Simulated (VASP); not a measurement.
VASP input:

### POSCAR
```
InAs
1
    0.0000000000     2.9924890000     2.9924890000
    2.9924890000     0.0000000000     2.9924890000
    2.9924890000     2.9924890000     0.0000000000
In As
1 1
Direct
  0.7518790000   0.7555030000   0.7479990000
 -0.0018790000  -0.0055030000   0.0020010000
```

INCAR:
```
SYSTEM  =  InAs
PREC  =  Accurate; ENCUT  =  300; LREAL  =  .False.
LASPH  =  .True.
EDIFF  =  1E-6; NELM  =  100; ALGO  =  Normal
LMAXMIX  =  4
ISMEAR  =  0; SIGMA  =  0.1
GGA  =  PE
ISIF  =  2
LWAVE  =  .False.; LCHARG  =  .False.
```

### KPOINTS
```
Automatic mesh
0
Gamma
6 6 6
0 0 0
```

POTCAR, in this order: In_d As (PBE.64 set). Program: vasp_std.

Translate this PBE calculation to Ansatz.

One equivalent input (not run):
Ansatz 0.2 input:
```yaml
crystal:
  lattice:
    - [0.0000000, 2.9924890, 2.9924890]
    - [2.9924890, 0.0000000, 2.9924890]
    - [2.9924890, 2.9924890, 0.0000000]
  atoms:
    - { symbol: In, position: [0.7518790, 0.7555030, 0.7479990] }
    - { symbol: As, position: [-0.0018790, -0.0055030, 0.0020010] }
kpoints:
  mp_grid: { grid: [6, 6, 6] }
hamiltonian:
  xc: pbe
  pseudopotentials: { kind: paw }
scf:
  occupations: { method: gaussian, width: 0.1 }
  max_iter: 100
output: { forces: true, stress: true, eigenvalues: true }
```
Limits of the translation: each code has its own PAW files, so the cut-off isn't converted (ENCUT is set for VASP's; basis.ecutwfc is left out, and Ansatz then takes the one that its files recommend); Ansatz stops its SCF on the density residual and VASP on the energy change (EDIFF).

The structure comes from a computed database's InAs entry; how it stands against other phases isn't given here. The cell was not relaxed at this level, atoms are displaced from their ideal sites.
